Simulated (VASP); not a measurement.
Consider the following.

```
CELL_PARAMETERS angstrom
      5.25496     0.00000     0.00000
      0.00000     5.25496     0.00000
      0.00000     0.00000     5.25496
ATOMIC_POSITIONS crystal
  Be 0.98979 0.98979 0.98979
  Be 0.51021 0.51021 0.98979
  Be 0.51021 0.98979 0.51021
  Be 0.98979 0.51021 0.51021
  Te 0.25000 0.25000 0.25000
  Se 0.75000 0.75000 0.25000
  Se 0.75000 0.25000 0.75000
  Se 0.25000 0.75000 0.75000
```

These are PBEsol GGA, VASP's PBE PAW potentials (set 64) (plane waves; VASP 6.6.1) values and carry that method's errors. Run with 400 eV cut-off, Gaussian smearing of 0.050 eV, potentials Be Te Se.

Unless said otherwise, spin-orbit coupling is left out, though it shifts the bands of the heavy elements here.

Predict the band gap (along the path) with the smallest direct gap where there is one.

```
Property                                Value
------------------------------------  -------
band gap (along the path)             1.85 eV
smallest direct gap (along the path)  1.85 eV
```

The absolute energy has meaning only against runs of the same code, potentials and settings.

The structure was generated: Be4Se3Te was put into an ordered model structure (P-43m), which need not be its known phase. It was relaxed first.
